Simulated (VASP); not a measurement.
Given:

```xyz
1
Lattice="0.0000 2.6766 2.6766 2.6766 0.0000 2.6766 2.6766 2.6766 0.0000" Properties=species:S:1:pos:R:3 pbc="T T T"
Ca     0.0000     0.0000     0.0000
```

Level of theory: rev-vdW-DF2, VASP's PBE PAW potentials (set 64) (plane waves; VASP 6.6.1). Settings: 520 eV cut-off, 12×12×12 Γ-centred mesh, first-order Methfessel-Paxton smearing of 0.10 eV, potentials Ca_sv.

### Question
Estimate the energy per atom (σ→0), pressure, band gap (on the k-mesh) with the smallest direct gap where there is one.

### Answer

- band gap (on the k-mesh) = none (metal, semimetal or under 0.01 eV)
- energy per atom (σ→0) = 0.227 eV/atom
- pressure = 1.13 GPa

Only differences to runs with the same potentials and settings are physical.

The compound is Ca in the fcc structure. This cell is one point of a volume scan, at 0.94 of the reference volume.
